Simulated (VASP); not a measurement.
# Na2C3 (R-3m) in VASP: single point with PBE

Aim: the single point of Na2C3 with PBE.

Program: VASP 6.6.1. These are calculated values, not measurements. Logs are shortened: lines on timing, memory, paths and dates and some standing lists are left out, and cuts for length are marked.

### 1 The cell of the first run

Symmetry: R-3m, No. 166, trigonal system. The conventional cell has a = 7.665 Å, b = 7.665 Å, c = 4.451 Å, α = 90.00°, β = 90.00°, γ = 120.00°. Na (site symmetry 3m) has 2 Na at 2.13 to 2.32 Å and 3 C at 2.25 Å as nearest neighbours. C (site symmetry 2/m) is surrounded by 2 Na at 2.25 Å.

The cell was built by a generator and needn't be a form met in nature.

### 2 Single point, PBE (species swapped into the Br2Cl3 type (R-3m, No. 166))

INCAR

```
PREC = Accurate
ENCUT = 520
EDIFF = 1E-6
ISMEAR = 0
SIGMA = 0.1
LREAL = F
LASPH = T
NELM = 100
ALGO = Fast
ISIF = 2
LWAVE = F
LCHARG = T
GGA = PE
LELF = T
LVHAR = T
NBANDS = 21
```

KPOINTS

```
regular mesh
0
Gamma
  12 12 12
```

POSCAR

```
Na2C3
1.0
    3.8323632356      2.2126159457      1.4835038848
   -3.8323632356      2.2126159457      1.4835038848
    0.0000000000     -4.4252318914      1.4835038847
Na C
2 3
Direct
    0.7397432911      0.7397432911      0.7397432911
    0.2602567089      0.2602567089      0.2602567089
    0.0000000000      0.5000000000      0.0000000000
    0.0000000000      0.0000000000      0.5000000000
    0.5000000000      0.0000000000      0.0000000000
```

Potentials or basis: VASP PAW PBE potentials, release 64 (Na_pv, C).

Run with:

```
$ cat potpaw_PBE.64/Na_pv/POTCAR potpaw_PBE.64/C/POTCAR > POTCAR
$ mpirun -np 1 vasp_std > vasp.out
```

OUTCAR:

```text
PREC = Accurate
   ENCUT = 520
   EDIFF = 1E-6
   ISMEAR = 0
   LREAL = F
   LASPH = T
   NELM = 100
   ISIF = 2
   GGA = PE

 ion  position               nearest neighbor table
   1  0.740  0.740  0.740-   2 2.13   3 2.25   5 2.25   4 2.25   2 2.32
   2  0.260  0.260  0.260-   1 2.13   3 2.25   5 2.25   4 2.25   1 2.32
   3  0.000  0.500  0.000-   1 2.25   2 2.25
   4  0.000  0.000  0.500-   1 2.25   2 2.25
   5  0.500  0.000  0.000-   1 2.25   2 2.25

  LATTYP: Found a trigonal (rhomboedric) cell.
 ALAT       =     4.6672755510
 COS(alpha) =    -0.3484549515

  Lattice vectors:

 A1 = (   3.8323632356,   2.2126159457,   1.4835038848)
 A2 = (  -3.8323632356,   2.2126159457,   1.4835038848)
 A3 = (   0.0000000000,  -4.4252318914,   1.4835038847)

Analysis of symmetry for initial positions (statically):
=====================================================================
 Subroutine PRICEL returns:
 Original cell was already a primitive cell.

 Routine SETGRP: Setting up the symmetry group for a
 trigonal (rhombohedral) supercell.

 Subroutine GETGRP returns: Found 12 space group operations
 (whereof 12 operations were pure point group operations)
 out of a pool of 12 trial point group operations.

The static configuration has the point symmetry D_3d.

Analysis of symmetry for dynamics (positions and initial velocities):
=====================================================================
 Subroutine PRICEL returns:
 Original cell was already a primitive cell.

 Routine SETGRP: Setting up the symmetry group for a
 trigonal (rhombohedral) supercell.

 Subroutine GETGRP returns: Found 12 space group operations
 (whereof 12 operations were pure point group operations)
 out of a pool of 12 trial point group operations.

The dynamic configuration has the point symmetry D_3d.

 Subroutine INISYM returns: Found 12 space group operations
 (whereof 12 operations are pure point group operations),
 and found     1 'primitive' translations

----------------------------------------------------------------------------------------

                                     Primitive cell

  volume of cell :      75.4767

  direct lattice vectors                    reciprocal lattice vectors
     3.832363236  2.212615946  1.483503885     0.130467800  0.075325619  0.224693266
    -3.832363236  2.212615946  1.483503885    -0.130467800  0.075325619  0.224693266
     0.000000000 -4.425231891  1.483503885     0.000000000 -0.150651239  0.224693266

  length of vectors
     4.667275551  4.667275551  4.667275551     0.270523307  0.270523307  0.270523307

  position of ions in fractional coordinates (direct lattice)
     0.739743291  0.739743291  0.739743291
     0.260256709  0.260256709  0.260256709
     1.000000000  0.500000000  0.000000000
     0.000000000  0.000000000  0.500000000
     0.500000000  1.000000000  0.000000000

  ion indices of the primitive-cell ions
   primitive index   ion index
                 1           1
                 2           2
                 3           3
                 4           4
                 5           5

----------------------------------------------------------------------------------------

 KPOINTS: regular mesh

Automatic generation of k-mesh.
 Grid dimensions read from file:
 generate k-points for:   12   12   12

 Generating k-lattice:

  Cartesian coordinates                     Fractional coordinates (reciprocal lattice)
     0.010872317  0.006277135  0.018724439     0.083333333 -0.000000000 -0.000000000
    -0.010872317  0.006277135  0.018724439    -0.000000000  0.083333333 -0.000000000
     0.000000000 -0.012554270  0.018724439     0.000000000  0.000000000  0.083333333

  Length of vectors
     0.022543609  0.022543609  0.022543609

  Shift w.r.t. Gamma in fractional coordinates (k-lattice)
     0.000000000  0.000000000  0.000000000

 Subroutine IBZKPT returns following result:
 ===========================================

 Found    189 irreducible k-points:

 Following reciprocal coordinates:
            Coordinates               Weight
  0.000000  0.000000  0.000000      1.000000
  0.083333 -0.000000  0.000000      6.000000
  0.166667 -0.000000  0.000000      6.000000
  0.250000 -0.000000  0.000000      6.000000
  0.333333 -0.000000  0.000000      6.000000
  0.416667 -0.000000  0.000000      6.000000
[... 16 lines left out ...]
  0.500000  0.166667  0.000000     12.000000
 -0.416667  0.166667 -0.000000     12.000000
 [... further k-points ...]
   k-points           NKPTS =    189   k-points in BZ     NKDIM =    189   number of bands    NBANDS=     21
   number of dos      NEDOS =    301   number of ions     NIONS =      5
   total plane-waves  NPLWV =  46656
   dimension x,y,z NGX =    36 NGY =   36 NGZ =   36
   dimension x,y,z NGXF=    72 NGYF=   72 NGZF=   72
   ions per type =               2   3
   NGX,Y,Z   is equivalent  to a cutoff of  12.82, 12.82, 12.82 a.u.
   NGXF,Y,Z  is equivalent  to a cutoff of  25.65, 25.65, 25.65 a.u.
 SYSTEM =  unknown system
   PREC   = accura    normal or accurate (medium, high low for compatibility)
   ISTART =      0    job   : 0-new  1-cont  2-samecut
   ICHARG =      2    charge: 1-file 2-atom 10-const
   ISPIN  =      1    spin polarized calculation?
   LNONCOLLINEAR =      F non collinear calculations
   LSORBIT =      F    spin-orbit coupling
   LASPH  =      T    aspherical Exc in radial PAW
   ENCUT  =  520.0 eV  38.22 Ry    6.18 a.u.   8.68  8.68  8.68*2*pi/ulx,y,z
   NELM   =    100;   NELMIN=  2; NELMDL= -5     # of ELM steps
   EDIFF  = 0.1E-05   stopping-criterion for ELM
   LREAL  =      F    real-space projection
   EDIFFG = 0.1E-04   stopping-criterion for IOM
   NSW    =      0    number of steps for IOM
   IBRION =     -1    ionic relax: 0-MD 1-quasi-New 2-CG
   NFREE  =      0    steps in history (QN), initial steepest desc. (CG)
   ISIF   =      2    stress and relaxation
   ISYM   =      2    0-nonsym 1-usesym 2-fastsym
   POTIM  = 0.5000    time-step for ionic-motion
   TEBEG  =    0.0;   TEEND  =   0.0 temperature during run
   PSTRESS=    0.0 pullay stress
   NELECT =      26.0000    total number of electrons
   NUPDOWN=      -1.0000    fix difference up-down
   EMIN   =  10.00;   EMAX   =-10.00  energy-range for DOS
   EFERMI =   0.00;   METHOD = LEGACY
   ISMEAR =     0;   SIGMA  =   0.10  broadening in eV -4-tet -1-fermi 0-gaus
   EFERMI_NEDOS =   21; number of points for ismear=-14 and -15
   IALGO  =     68    algorithm
   IMIX   =      4    mixing-type and parameters
     AMIX     =   0.40;   BMIX     =  1.00
     AMIX_MAG =   1.60;   BMIX_MAG =  1.00
  volume/ion in A,a.u.               =      15.10       101.87
  Fermi-wavevector in a.u.,A,eV,Ry     =   1.147612  2.168672 17.919053  1.317013
  Thomas-Fermi vector in A             =   2.284291
   LORBIT       =      0    0 simple, 1 ext, 2 COOP (PROOUT), +10 PAW based schemes
   GGA     = PE    functional components
   LHFCALC =     F    Hartree Fock is set to
   AEXX    =    0.0000 exact exchange contribution
   IVDW    =     0    specifies the selected vdW correction
   LEPSILON=     F    determine dielectric tensor
   LRPA    =     F    only Hartree local field effects (RPA)
 non-spin polarized calculation
 RMM-DIIS sequential band-by-band and
 Gauss-broadening in eV      SIGMA  =   0.10
  energy-cutoff  :      520.00
  volume of cell :       75.48
 maximum number of plane-waves:      2052
   NGX = 17   NGY = 17   NGZ = 17

 number of electron      26.0000010 magnetization

 Free energy of the ion-electron system (eV)
  ---------------------------------------------------
  ext. energy  EPLUGINS =         0.00000000
  ---------------------------------------------------
  free energy    TOTEN  =       -13.29763081 eV

  energy without entropy =      -13.27125764  energy(sigma->0) =      -13.28444422

 E-fermi :   1.1081     XC(G=0):  -9.0944

 val. band max:        1.1055890895   @ k =   0.1667  -0.0000   0.0000
 cond. band min:       1.1085417393   @ k =   0.5000   0.2500   0.0000
 fundamental gap:      0.0029526498
 Fermi energy:         1.1081168017

 k-point     1 :       0.0000    0.0000    0.0000
  band No.  band energies     occupation
      1     -23.2543      2.00000
      2     -22.3859      2.00000
      3     -22.3859      2.00000
      4     -22.1598      2.00000
      5     -22.1598      2.00000
      6     -21.8638      2.00000
[... 13 lines left out ...]
     20       8.7312      0.00000
     21       8.7313      0.00000

 k-point     2 :       0.0833   -0.0000    0.0000
  band No.  band energies     occupation
      1     -23.2334      2.00000
      2     -22.3826      2.00000
      3     -22.3824      2.00000
      4     -22.1637      2.00000
      5     -22.1634      2.00000
      6     -21.8872      2.00000
[... 13 lines left out ...]
     20       8.8703      0.00000
     21       8.8776      0.00000

 k-point     3 :       0.1667   -0.0000    0.0000
  band No.  band energies     occupation
      1     -23.1725      2.00000
      2     -22.3730      2.00000
      3     -22.3722      2.00000
      4     -22.1750      2.00000
      5     -22.1740      2.00000
      6     -21.9553      2.00000
[... 13 lines left out ...]
     20       9.1889      0.00000
     21       9.2736      0.00000
[... 457 lines left out ...]
 k-point    23 :       0.5000    0.1667    0.0000
  band No.  band energies     occupation
      1     -22.9552      2.00000
      2     -22.3429      2.00000
      3     -22.3378      2.00000
      4     -22.2127      2.00000
      5     -22.2098      2.00000
      6     -22.1924      2.00000
[... 13 lines left out ...]
     20       9.9127      0.00000
     21      10.4434      0.00000

 k-point    24 :      -0.4167    0.1667   -0.0000
  band No.  band energies     occupation
      1     -23.0769      2.00000
      2     -22.3634      2.00000
      3     -22.3579      2.00000
      4     -22.1915      2.00000
      5     -22.1891      2.00000
      6     -22.0610      2.00000
[... 13 lines left out ...]
     20       9.8240      0.00000
     21      10.2685      0.00000

 [... further k-points ...]
[... 5 lines left out ...]
  --------------------------------------------------------------------------------------
  -------------------------------------------------------------------------------------
  Total        0.1094444      0.1094444      0.0549208     -0.0000000      0.0000000      0.0000000
  in kB        2.3232252      2.3232252      1.1658296     -0.0000000      0.0000000      0.0000000
  external PRESSURE =       1.9374267 kB  Pullay stress =       0.0000000 kB

 VOLUME and BASIS-vectors are now :
 -----------------------------------------------------------------------------
  energy-cutoff  :      520.00
  volume of cell :       75.48
      direct lattice vectors                 reciprocal lattice vectors
     3.832363236  2.212615946  1.483503885     0.130467800  0.075325619  0.224693266
    -3.832363236  2.212615946  1.483503885    -0.130467800  0.075325619  0.224693266
     0.000000000 -4.425231891  1.483503885     0.000000000 -0.150651239  0.224693266

 POSITION                                       TOTAL-FORCE (eV/Angst)
 -----------------------------------------------------------------------------------
      0.00000      0.00000      3.29224         0.000000     -0.000000     -0.002559
      0.00000      0.00000      1.15828         0.000000      0.000000      0.002559
     -1.91618      1.10631      0.74175         0.000000     -0.000000     -0.000000
      0.00000     -2.21262      0.74175        -0.000000      0.000000     -0.000000
      1.91618      1.10631      0.74175        -0.000000     -0.000000     -0.000000
 -----------------------------------------------------------------------------------
    total drift:                               -0.000000      0.000000     -0.000000

  FREE ENERGIE OF THE ION-ELECTRON SYSTEM (eV)
  ---------------------------------------------------
  free  energy   TOTEN  =       -13.2976308118 eV

  energy  without entropy=      -13.2712576372  energy(sigma->0) =      -13.28444422
```

Run time: 2.3 min. Hardware: 1 thread of Intel Xeon Platinum 8488C (Sapphire Rapids), shared host; peak memory 0.36 GiB.

Results:

| Property | Result |
| --- | --- |
| Free energy | -13.2976 eV |
| Pressure | 0.2 GPa |
| Band gap on the k mesh | none (metal or under the smearing width) |

Forces in eV/Å, atoms in the order of the input:
```
Na   0.000  0.000 -0.003
Na   0.000  0.000  0.003
C    0.000  0.000  0.000
C    0.000  0.000  0.000
C    0.000  0.000  0.000
```
